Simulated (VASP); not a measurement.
Input:

```xyz
4
Lattice="1.8005 -3.1186 0.0000 1.8005 3.1186 0.0000 0.0000 0.0000 5.9567" Properties=species:S:1:pos:R:3 pbc="T T T"
Zn     1.8005    -1.0395     2.9890
Zn     1.8005     1.0395     0.0106
S      1.8005    -1.0395     5.2015
S      1.8005     1.0395     2.2232
```

These are PBE GGA, VASP's PBE PAW potentials (set 64) (plane waves; VASP 6.6.1) values and carry that method's errors. Run with 480 eV cut-off, 6×6×4 Γ-centred mesh, Gaussian smearing of 0.050 eV, potentials Zn S.

Question: What does the run give for the energy per atom (σ→0), pressure, band gap (on the k-mesh) with the smallest direct gap where there is one?

Answer: 
* **band gap (on the k-mesh)**: 2.93 eV
* **smallest direct gap (on the k-mesh)**: 2.93 eV
* **energy per atom (σ→0)**: -3.238 eV/atom
* **pressure**: 19.94 GPa

The absolute energy has meaning only against runs of the same code, potentials and settings.

The compound is ZnS in the wurtzite structure, the high-temperature form. It was relaxed first under an external pressure of 20 GPa.
